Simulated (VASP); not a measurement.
These are r2SCAN meta-GGA, VASP's PBE PAW potentials (set 64) (plane waves; VASP) values and carry that method's errors.

The input files of a VASP run:

POSCAR:
```
BN
2.5548810
  0.0000000000   0.7071068470   0.7071068470
  0.7071068470   0.0000000000   0.7071068470
  0.7071068470   0.7071068470   0.0000000000
B N
1 1
direct
  0.0000000000   0.0000000000   0.0000000000
  0.2500000000   0.2500000000   0.2500000000
```

File KPOINTS_OPT:
```
k-points along high-symmetry lines
10
Line-mode
Reciprocal
  0.000000   0.000000   0.000000 ! GAMMA
 -0.500000  -0.500000   0.000000 ! X

 -0.500000  -0.500000   0.000000 ! X
 -0.375000  -0.375000   0.250000 ! U

 -0.375000  -0.000000   0.375000 ! K
  0.000000   0.000000   0.000000 ! GAMMA

  0.000000   0.000000   0.000000 ! GAMMA
 -0.000000  -0.000000   0.500000 ! L

 -0.000000  -0.000000   0.500000 ! L
 -0.500000  -0.250000   0.250000 ! W

 -0.500000  -0.250000   0.250000 ! W
 -0.500000  -0.500000   0.000000 ! X
```

**INCAR**
```
SYSTEM = BN
PREC = Accurate; ENCUT = 520; LREAL = F
LASPH = T
EDIFF = 1E-7; NELM = 100; ALGO = Normal
LMIXTAU = T
ISMEAR = -5
METAGGA = R2SCAN
ISIF = 2
LWAVE = F; LCHARG = F; LORBIT = 11
NEDOS = 601
```

**KPOINTS**
```
Regular mesh
0
Gamma
  14 14 14
```

POTCAR, in this order: B N (PBE.64 set). Program: vasp_std.

Output of the run:

OUTCAR:
```
 ion  position               nearest neighbor table
   1  0.000  0.000  0.000-   2 1.56   2 1.56   2 1.56   2 1.56
   2  0.250  0.250  0.250-   1 1.56   1 1.56   1 1.56   1 1.56
  LATTYP: Found a face centered cubic cell.
 ALAT       =     3.6131476966
 Subroutine PRICEL returns:
 Original cell was already a primitive cell.
 Subroutine GETGRP returns: Found 24 space group operations
The static configuration has the point symmetry T_d .
The dynamic configuration has the point symmetry T_d .
 Subroutine INISYM returns: Found 24 space group operations
 Subroutine IBZKPT returns following result:
 Found    104 irreducible k-points:

 Following reciprocal coordinates:
            Coordinates               Weight
  0.000000  0.000000  0.000000      1.000000
  0.071429  0.000000  0.000000      8.000000
  0.142857  0.000000  0.000000      8.000000
  0.214286  0.000000  0.000000      8.000000
  0.285714  0.000000  0.000000      8.000000
  0.357143  0.000000  0.000000      8.000000
  0.428571  0.000000  0.000000      8.000000
  0.500000  0.000000  0.000000      4.000000
  0.071429  0.071429  0.000000      6.000000
...
```

**OSZICAR**
```
       N       E                     dE             d eps       ncg     rms          rms(c)
DAV:   1     0.539952655167E+01    0.53995E+01   -0.54515E+03  1712   0.102E+03
DAV:   2    -0.222293543227E+02   -0.27629E+02   -0.27305E+02  2328   0.180E+02
DAV:   3    -0.224172681947E+02   -0.18791E+00   -0.18791E+00  1920   0.183E+01
DAV:   4    -0.224174589761E+02   -0.19078E-03   -0.19078E-03  2328   0.499E-01
DAV:   5    -0.224174590242E+02   -0.48177E-07   -0.48177E-07  1808   0.647E-03    0.662E+00
DAV:   6    -0.189061977154E+02    0.35113E+01   -0.17762E+00  2296   0.110E+01    0.402E+00
DAV:   7    -0.194672314263E+02   -0.56103E+00   -0.12431E+00  1880   0.890E+00    0.164E+00
DAV:   8    -0.181124141682E+02    0.13548E+01   -0.99873E-01  1712   0.830E+00    0.177E+00
DAV:   9    -0.191689176561E+02   -0.10565E+01   -0.22769E-01  1728   0.497E+00    0.433E-01
DAV:  10    -0.191730495068E+02   -0.41319E-02   -0.55550E-02  2168   0.204E+00    0.145E-01
DAV:  11    -0.191686734666E+02    0.43760E-02   -0.41761E-03  1664   0.923E-01    0.703E-02
DAV:  12    -0.191719648790E+02   -0.32914E-02   -0.16131E-03  1664   0.522E-01    0.240E-02
DAV:  13    -0.191717376982E+02    0.22718E-03   -0.86160E-05  1792   0.946E-02    0.901E-03
DAV:  14    -0.191717767721E+02   -0.39074E-04   -0.60232E-06  1792   0.322E-02    0.608E-03
DAV:  15    -0.191717720389E+02    0.47333E-05   -0.24661E-06  1720   0.202E-02    0.170E-03
DAV:  16    -0.191717753855E+02   -0.33467E-05   -0.37074E-07  2208   0.687E-03    0.863E-04
DAV:  17    -0.191717736923E+02    0.16932E-05   -0.44765E-08   832   0.265E-03    0.678E-04
DAV:  18    -0.191717747129E+02   -0.10206E-05   -0.29579E-08   832   0.181E-03    0.207E-04
DAV:  19    -0.191717746656E+02    0.47319E-07   -0.31546E-09   832   0.620E-04
   1 F= -.19171775E+02 E0= -.19171775E+02  d E =0.000000E+00
       N       E                     dE             ncg
```

File OUTCAR:
```
------------------------ aborting loop because EDIFF is reached ----------------------------------------
  FORCE on cell =-STRESS in cart. coord.  units (eV):
  Direction    XX          YY          ZZ          XY          YZ          ZX
  --------------------------------------------------------------------------------------
  Total       -0.0002046     -0.0002046     -0.0002046     -0.0000000     -0.0000000     -0.0000000
  in kB       -0.0277950     -0.0277950     -0.0277950     -0.0000000     -0.0000000     -0.0000000
  external PRESSURE =      -0.0277950 kB  Pullay stress =       0.0000000 kB
  volume of cell :       11.79
      direct lattice vectors                 reciprocal lattice vectors
     0.000000000  1.806573848  1.806573848    -0.276766987  0.276766987  0.276766987
     1.806573848  0.000000000  1.806573848     0.276766987 -0.276766987  0.276766987
     1.806573848  1.806573848  0.000000000     0.276766987  0.276766987 -0.276766987
  FREE ENERGIE OF THE ION-ELECTRON SYSTEM (eV)
  ---------------------------------------------------
  free  energy   TOTEN  =       -19.1717746656 eV

  energy  without entropy=      -19.1717746656  energy(sigma->0) =      -19.17177467

 total charge

# of ion       s       p       d       tot
------------------------------------------
    1        0.681   1.339   0.000   2.021
    2        1.228   2.790   0.000   4.019
--------------------------------------------------
tot          1.910   4.130   0.000   6.039
```
(Selected blocks of OUTCAR.)

The compound is BN in the zinc blende structure. It was relaxed first.
